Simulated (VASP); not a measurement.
Hf2Pt, 3 atoms in the cell. Symmetry: P4/mmm, No. 123, tetragonal system. Conventional cell: a = 3.517 Å, b = 3.517 Å, c = 4.770 Å, α = 90.00°, β = 90.00°, γ = 90.00°. Hf (site symmetry 4/mmm) has 4 Hf at 2.49 Å as nearest neighbours. Around Hf (site symmetry 4/mmm) lie 2 Pt at 2.39 Å and 4 Hf at 2.49 Å. Around Pt (site symmetry 4/mmm) lie 2 Hf at 2.39 Å. The cell was built by a generator and needn't be a form met in nature. The cell isn't the ideal one: volume scaled by 0.96.

```yaml
Program: VASP 6.6.1
Task: relaxation of the atoms
Functional: PBE
Dispersion: D3(BJ)
Potentials_or_basis: VASP PAW PBE potentials, release 64 (Hf_pv, Pt)
Cutoff: 520 eV
k_mesh: 5 × 5 × 4
Occupations: methfessel-paxton, width 0.1 eV
Spin: spin-orbit coupling, no magnetisation
Atoms_held_fixed_from_0: "[0]"
Further_INCAR_settings: ALGO = Normal; EDIFF = 1e-06; ISYM = 0; IBRION = 2; EDIFFG = -0.01; NSW = 60
```

Potentials or basis: VASP PAW PBE potentials, release 64 (Hf_pv, Pt).

Command:

```sh
$ cat potpaw_PBE.64/Hf_pv/POTCAR potpaw_PBE.64/Pt/POTCAR > POTCAR
$ mpirun -np 1 vasp_ncl > vasp.out
```

Hardware: 1 thread of AMD EPYC 9R45 96-Core Processor (Zen 5) (shared host).

Question: How long does it take, and how much memory?

Answer: Run time: 4.1 min on 1 thread of AMD EPYC 9R45 96-Core Processor (Zen 5), on a shared host, peak memory 0.48 GiB. Counts: scf iterations 15, k points 100, ion steps 1.
